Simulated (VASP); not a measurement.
MgTe (wurtzite): the cohesive energy from VASP (plane waves, PAW) at several levels of theory. Atoms are spin-polarised in a large box without symmetry, with the spin fixed by Hund's rule, and may not be in the lowest state of each functional; no zero-point energy is added. Spin-orbit coupling is left out, which shifts such energies by up to tenths of an eV for the heavy elements here.

```json
[
 {"level": "LDA", "cohesive energy (eV/atom)": "3.41"},
 {"level": "PBE", "cohesive energy (eV/atom)": "2.84"}
]
```

The cell of the LDA run:

```cif
data_Mg2Te2
_chemical_formula_sum 'Mg2 Te2'
_space_group_name_H-M_alt 'P 1'
_space_group_IT_number 1
_cell_length_a 4.50843
_cell_length_b 4.50843
_cell_length_c 7.33427
_cell_angle_alpha 90.000
_cell_angle_beta 90.000
_cell_angle_gamma 120.000
loop_
_space_group_symop_operation_xyz
  'x, y, z'
loop_
_atom_site_label
_atom_site_type_symbol
_atom_site_fract_x
_atom_site_fract_y
_atom_site_fract_z
_atom_site_occupancy
Mg1 Mg 0.66667 0.33333 0.49984 1
Mg2 Mg 0.33333 0.66667 0.99984 1
Te1 Te 0.66667 0.33333 0.87616 1
Te2 Te 0.33333 0.66667 0.37616 1
```

Only levels that ran to the end are used. Left out are those held back, those with too coarse a band path, GW runs whose mesh misses a band edge, hybrids' fits of cells that aren't cubic and levels without matching references; a question may draw on a part of the rest.
